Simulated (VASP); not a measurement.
The input files of a VASP run:

### KPOINTS
```
Automatic mesh
0
Gamma
6 6 4
0 0 0
```

POSCAR:
```
Cd(HO)2
1
    3.5155300000     0.0000000000     0.0000000000
   -1.7577650000     3.0445380000     0.0000000000
    0.0000000000     0.0000000000     4.6429800000
Cd H O
1 2 2
Direct
  0.0000000000   0.0000000000   0.0000000000
  0.6666670000   0.3333330000   0.5509600000
  0.3333330000   0.6666670000   0.4490400000
  0.6666670000   0.3333330000   0.7593700000
  0.3333330000   0.6666670000   0.2406300000
```

INCAR:
```
! general
SYSTEM  = Cd(HO)2
PREC    = Accurate
ENCUT   = 520
LREAL   = F
LASPH   = T

! electronic loop
EDIFF   = 1E-6
NELM    = 100
ALGO    = Normal
LMAXMIX = 4

! smearing
ISMEAR  = 0
SIGMA   = 0.05

! functional
GGA     = PE

! ions
ISIF    = 2

! output
LWAVE   = F
LCHARG  = F
```

POTCAR, in this order: Cd H O (PBE.64 set). Program: vasp_std.

Translate this PBE calculation to Quantum ESPRESSO's pw.x.

One equivalent input (not run):
```
&CONTROL
  calculation = 'scf'
  pseudo_dir = './pseudo'
  outdir = './out'
  tprnfor = .true.
  tstress = .true.
/
&SYSTEM
  ibrav = 0
  nat = 5
  ntyp = 3
  ecutwfc = 102
  occupations = 'smearing'
  smearing = 'gaussian'
  degauss = 0.003675
  input_dft = 'pbe'
/
&ELECTRONS
  conv_thr = 7.3e-08
  electron_maxstep = 100
/
ATOMIC_SPECIES
  Cd 112.414 Cd.upf
  H 1.008 H.upf
  O 15.999 O.upf
CELL_PARAMETERS angstrom
     3.5155300    0.0000000    0.0000000
    -1.7577650    3.0445380    0.0000000
     0.0000000    0.0000000    4.6429800
ATOMIC_POSITIONS crystal
  Cd   0.0000000  0.0000000  0.0000000
  H    0.6666670  0.3333330  0.5509600
  H    0.3333330  0.6666670  0.4490400
  O    0.6666670  0.3333330  0.7593700
  O    0.3333330  0.6666670  0.2406300
K_POINTS automatic
  6 6 4 0 0 0
```
The two are equivalent in intent, not identical: the potentials are each code's own (VASP's PAW set, PseudoDojo norm-conserving files in pw.x), so ENCUT and ecutwfc are chosen apart and not converted; conv_thr bounds pw.x's estimated SCF error, while EDIFF bounds the energy change between steps.

The structure comes from a computed database's CdH2O2 entry (P-3m1); how it stands against other phases isn't given here. The cell was not relaxed at this level.
